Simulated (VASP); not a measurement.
Here is the system:

```xyz
2
Lattice="1.8250 -3.1610 0.0000 1.8250 3.1610 0.0000 0.0000 0.0000 5.7300" Properties=species:S:1:pos:R:3 pbc="T T T"
Y      1.8250     1.0537     1.4325
Y      1.8250    -1.0537     4.2975
```

Level of theory: optB88-vdW, VASP's PBE PAW potentials (set 64) (plane waves; VASP 6.6.1). Settings: 520 eV cut-off, 10×10×6 Γ-centred mesh, first-order Methfessel-Paxton smearing of 0.10 eV, potentials Y_sv.

Energy and stress use the plane-wave basis of the starting cell.

### Question
The ions, cell shape and volume are relaxed. Which structure does the run end with?

### Answer

```xyz
2
Lattice="1.8159 -3.1453 0.0000 1.8159 3.1453 0.0000 0.0000 0.0000 5.5823" Properties=species:S:1:pos:R:3 pbc="T T T"
Y      1.8159     1.0484     1.3956
Y      1.8159    -1.0484     4.1867
```
Space group P6_3/mmc (194), at a tolerance of 0.03 Å.

### Question
How do energy and volume change from the first to the last step?

### Answer
The energy (σ→0) changes by -7.1 meV/atom and the volume by -3.5 %, in 6 ionic steps.

```csv
step,E(σ→0) (eV),max force (eV/Å),pressure (GPa),volume (Å³)
1,-7.7592,0.000,-1.50,66.11
2,-7.7721,0.000,0.47,63.20
3,-7.7726,0.000,0.08,63.65
4,-7.7726,0.000,0.11,63.61
5,-7.7733,0.000,0.05,63.70
6,-7.7735,0.000,0.00,63.77
```

The compound is Y in the hcp structure. This run relaxes it. Symmetry was kept, so distortions that lower it aren't found.
